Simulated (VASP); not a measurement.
```
Bi
1.0
    0.00000     2.51458     2.51458
    2.51458     0.00000     2.51458
    2.51458     2.51458     0.00000
Bi
1
Direct
  0.00000   0.00000   0.00000
```

Calculation: PBEsol GGA, VASP's PBE PAW potentials (set 64) (plane waves; VASP). Numerical set-up: 400 eV cut-off, 11×11×11 Γ-centred mesh, first-order Methfessel-Paxton smearing of 0.10 eV, potentials Bi_d.

Energy and stress use the plane-wave basis of the starting cell.

Problem. The ions, cell shape and volume are relaxed. Predict the relaxed structure.

Solution. 
```
Bi
1.0
    0.00000     2.47487     2.47487
    2.47487     0.00000     2.47487
    2.47487     2.47487     0.00000
Bi
1
Direct
  0.00000   0.00000   0.00000
```
Space group Fm-3m (225), at a tolerance of 0.03 Å.

Problem. How do energy and volume change from the first to the last step?

Solution. The energy (σ→0) changes by -12.4 meV/atom and the volume by -4.7 %, in 3 ionic steps.

```
step  E(σ→0) (eV)  max force (eV/Å)  pressure (GPa)  volume (Å³)
----  -----------  ----------------  --------------  -----------
1         -4.1371             0.000           -2.61        31.80
2         -4.1447             0.000            1.64        29.47
3         -4.1495             0.000            0.02        30.32
```

The structure was generated: Bi was put into the fcc type (Fm-3m), which need not be its known phase. This run relaxes it. Symmetry was kept, so distortions that lower it aren't found.
